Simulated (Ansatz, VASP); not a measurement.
Two plane-wave programs on AlFe3B

```
Fe Al B
1.0
     3.82232    0.00000    0.00000
     0.00000    3.82232    0.00000
     0.00000    0.00000    3.82232
Fe Al B
3 1 1
Direct
  0.00373 0.01103 0.48969
  0.99963 0.50589 0.00111
  0.50839 0.00685 0.00261
  0.48355 0.49851 0.49018
  0.01093 0.00610 0.00388
```

Change from the starting cell: atoms moved at random, drawn with an rms of 0.05 Å.

Alike in both runs: task single point; functional PBEsol; k mesh 7 × 7 × 7; occupations fermi-dirac, width 0.05 eV; collinear spin, ferromagnetic start.

```csv
,VASP,Ansatz
version,VASP 6.6.1,Ansatz 0.2.0
potentials or method,"VASP PAW PBE potentials, release 64 (Fe, Al, B)",Ansatz PAW
plane-wave cutoff (eV),520,420
valence electrons in the cell,30,54
```

Ansatz gave:

```
gap on the k mesh at the Fermi level (eV)                     : none
pressure (GPa)                                                : -7.2
largest component of the traceless stress (GPa)               : 0.34
rms of the force components (eV/Å)                            : 0.444
net moment per atom (μB)                                      : 0.82
size of the moment on the site where the two differ most (μB) : 1.34
```

Task: Which values does VASP return?

Result: gap on the k mesh at the Fermi level (eV): none; pressure (GPa): -6.6; largest component of the traceless stress (GPa): 0.36; rms of the force components (eV/Å): 0.459; net moment per atom (μB): 0.82; size of the moment on the site where the two differ most (μB): 1.45.

Site moments also hang on the region over which each program counts them. Atom by atom the forces differ by 0.016 eV/Å (rms over components). A gap of «none» marks a metal or a gap that the smearing closes. The two sets of potentials don't hold the same shells in valence.

Caveats: the PAW data sets were made with another functional, which shifts forces and pressure a little (VASP); the PAW data sets come from PBE, with cores solved anew for the run's functional, which leaves a small shift of forces and pressure (Ansatz).
